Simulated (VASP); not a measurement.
All values below come from revTPSS meta-GGA, VASP's PBE PAW potentials (set 64) (plane waves; VASP).

A VASP calculation is set up with these files.

### KPOINTS
```
Automatic mesh
0
Gamma
7 7 7
0 0 0
```

### POSCAR
```
HgTe
1.0
  0.0000000000   3.2300000000   3.2300000000
  3.2300000000   0.0000000000   3.2300000000
  3.2300000000   3.2300000000   0.0000000000
Hg Te
1 1
Cart
  0.0000000000   0.0000000000   0.0000000000
  1.6150000000   1.6150000000   1.6150000000
```

INCAR:
```
SYSTEM=HgTe
PREC=Accurate; ENCUT=520; LREAL=F
LASPH=T
EDIFF=1E-6; NELM=100; ALGO=Normal
LMAXMIX=6; LMIXTAU=T
ISMEAR=0; SIGMA=0.05
METAGGA=RTPSS
IBRION=2; NSW=60; ISIF=3
EDIFFG=-0.01
LWAVE=F; LCHARG=F
```

POTCAR, in this order: Hg Te (PBE.64 set). Program: vasp_std.

Problem. What will the output report for the number of irreducible k-points (NKPTS), largest plane-wave count, number of space-group operations, FFT grid (NGX, NGY, NGZ)?

Solution. 
```yaml
number of irreducible k-points (NKPTS): 20
largest_plane_wave_count: 1837
number_of_space_group_operations: 24
FFT grid (NGX, NGY, NGZ): 36 × 36 × 36
```

The compound is HgTe in the zinc blende structure. This run relaxes it. Symmetry was kept, so distortions that lower it aren't found.
